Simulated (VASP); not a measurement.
Here is the system:

```
C
1.0
    0.00000     1.74481     1.74481
    1.74481     0.00000     1.74481
    1.74481     1.74481     0.00000
C
2
Direct
  0.00000   0.00000   0.00000
  0.25000   0.25000   0.25000
```

These are revTPSS meta-GGA, VASP's PBE PAW potentials (set 64) (plane waves; VASP) values and carry that method's errors. Numerical set-up: 520 eV cut-off, 13×13×13 Γ-centred mesh, Gaussian smearing of 0.050 eV, potentials C.

Task: Give the stress tensor in GPa (positive for a compressed cell).

Result: 
```
30.55   0.00   0.00
 0.00  30.55   0.00
 0.00   0.00  30.55
```
The pressure is its mean diagonal, 30.55 GPa.

The compound is C in the diamond structure. This cell is one point of a volume scan, at 0.94 of the reference volume.
